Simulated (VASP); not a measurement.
VASP ran on this input.

KPOINTS:
```
Automatic mesh
0
Gamma
5 5 3
0 0 0
```

**INCAR**
```
SYSTEM = CdSe
PREC = Accurate
ENCUT = 400
EDIFF = 1E-8
NELM = 100
ALGO = Normal
LREAL = .FALSE.
LASPH = .TRUE.
ISMEAR = 0
SIGMA = 0.05
METAGGA = R2SCAN
LMIXTAU = .TRUE.
LMAXMIX = 4
LWAVE = .FALSE.
LCHARG = .FALSE.
IBRION = 1
ISIF = 2
NSW = 30
EDIFFG = -0.001
```

**POSCAR**
```
CdSe
1.0
  2.1684611177  -3.7558845876   0.0000000000
  2.1684611177   3.7558845876   0.0000000000
  0.0000000000   0.0000000000   7.0664854749
Cd Se
2 2
Cartesian
  2.1684611177  -1.2519640331   3.5333144983
  2.1684611177   1.2519640331   0.0000717609
  2.1684611177  -1.2519640331   6.1901695151
  2.1684611177   1.2519640331   2.6569267777
```

POTCAR, in this order: Cd Se (PBE.64 set). Program: vasp_std.

Question: Translate this r2SCAN calculation to Ansatz.

Answer: One equivalent input (not run):
Ansatz 0.2 input:
```yaml
crystal:
  lattice:
    - [2.1684611, -3.7558846, 0.0000000]
    - [2.1684611, 3.7558846, 0.0000000]
    - [0.0000000, 0.0000000, 7.0664855]
  atoms:
    - { symbol: Cd, position: [0.6666670, 0.3333330, 0.5000102] }
    - { symbol: Cd, position: [0.3333330, 0.6666670, 0.0000102] }
    - { symbol: Se, position: [0.6666670, 0.3333330, 0.8759898] }
    - { symbol: Se, position: [0.3333330, 0.6666670, 0.3759898] }
kpoints:
  mp_grid: { grid: [5, 5, 3] }
hamiltonian:
  xc: r2scan
  pseudopotentials: { kind: paw }
scf:
  occupations: { method: gaussian, width: 0.05 }
  max_iter: 100
relax:
  max_steps: 30
  f_tol: 0.001
output: { forces: true, stress: true, eigenvalues: true }
```
The two are equivalent in intent, not identical: each code has its own PAW files, so the cut-off isn't converted (ENCUT is set for VASP's; basis.ecutwfc is left out, and Ansatz then takes the one that its files recommend); Ansatz stops its SCF on the density residual and VASP on the energy change (EDIFF).

The compound is CdSe in the wurtzite structure. It was relaxed first. The start is the result of an earlier pass.
